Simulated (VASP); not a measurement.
Level of theory: PBE GGA, VASP's PBE PAW potentials (set 64) (plane waves; VASP).

Input for VASP

### INCAR
```
SYSTEM = LiF
PREC = Accurate; ENCUT = 620; LREAL = .FALSE.
LASPH = .TRUE.
EDIFF = 1E-6; NELM = 100; ALGO = Normal
ISMEAR = 0; SIGMA = 0.05
GGA = PE
IBRION = 2; NSW = 40; ISIF = 3
EDIFFG = -0.02; PSTRESS = 300
LWAVE = .FALSE.; LCHARG = .FALSE.
```

**POSCAR**
```
LiF
1
    0.0000000000     1.8611800236     1.8611800236
    1.8611800236     0.0000000000     1.8611800236
    1.8611800236     1.8611800236     0.0000000000
Li F
1 1
Direct
  1.0000000000   1.0000000000   1.0000000000
  0.5000000000   0.5000000000   0.5000000000
```

### KPOINTS
```
kpoints
0
Gamma
  12 12 12
0 0 0
```

POTCAR, in this order: Li_sv F (PBE.64 set). Program: vasp_std.

Output of the run:

**OSZICAR**
```
       N       E                     dE             d eps       ncg     rms          rms(c)
DAV:   1     0.349692587920E+02    0.34969E+02   -0.67768E+03  1368   0.133E+03
DAV:   2    -0.892053008399E+01   -0.43890E+02   -0.43490E+02  1441   0.234E+02
DAV:   3    -0.986293576646E+01   -0.94241E+00   -0.94072E+00  1644   0.319E+01
DAV:   4    -0.987394224722E+01   -0.11006E-01   -0.10988E-01  1671   0.319E+00
DAV:   5    -0.987410135978E+01   -0.15911E-03   -0.15911E-03  1678   0.229E-01    0.467E+00
DAV:   6    -0.932684641775E+01    0.54725E+00   -0.25268E+00  1345   0.134E+01    0.129E+00
DAV:   7    -0.933024575918E+01   -0.33993E-02   -0.37454E-02  1743   0.207E+00    0.846E-01
DAV:   8    -0.933642425796E+01   -0.61785E-02   -0.13635E-02  1737   0.155E+00    0.963E-02
DAV:   9    -0.933645290239E+01   -0.28644E-04   -0.86935E-04  1448   0.342E-01    0.402E-02
DAV:  10    -0.933648927237E+01   -0.36370E-04   -0.10160E-04  1423   0.104E-01    0.647E-03
DAV:  11    -0.933649043326E+01   -0.11609E-05   -0.23984E-06  1688   0.218E-02    0.153E-03
DAV:  12    -0.933649104202E+01   -0.60876E-06   -0.31163E-07  1384   0.679E-03
   1 F= -.69221100E+01 E0= -.69221100E+01  d E =-.692211E+01
```

OUTCAR:
```
------------------------ aborting loop because EDIFF is reached ----------------------------------------
  FORCE on cell =-STRESS in cart. coord.  units (eV):
  Direction    XX          YY          ZZ          XY          YZ          ZX
  --------------------------------------------------------------------------------------
  Total        2.4433318      2.4433318      2.4433318      0.0000000      0.0000000     -0.0000000
  in kB      303.5972902    303.5972902    303.5972902      0.0000000      0.0000000     -0.0000000
  external PRESSURE =       3.5972902 kB  Pullay stress =     300.0000000 kB
  volume of cell :       12.89
      direct lattice vectors                 reciprocal lattice vectors
     0.000000000  1.861180024  1.861180024    -0.268646769  0.268646769  0.268646769
     1.861180024  0.000000000  1.861180024     0.268646769 -0.268646769  0.268646769
     1.861180024  1.861180024  0.000000000     0.268646769  0.268646769 -0.268646769
  FREE ENERGIE OF THE ION-ELECTRON SYSTEM (eV)
  ---------------------------------------------------
  free  energy   TOTEN  =        -9.3364910420 eV

  energy  without entropy=       -9.3364910420  energy(sigma->0) =       -9.33649104
  enthalpy is  TOTEN    =        -6.9221099820 eV   P V=        2.4143810600

 reached required accuracy - stopping structural energy minimisation
```
(Selected blocks of OUTCAR.)

The compound is LiF in the rock salt structure. It was relaxed first under an external pressure of 30 GPa.
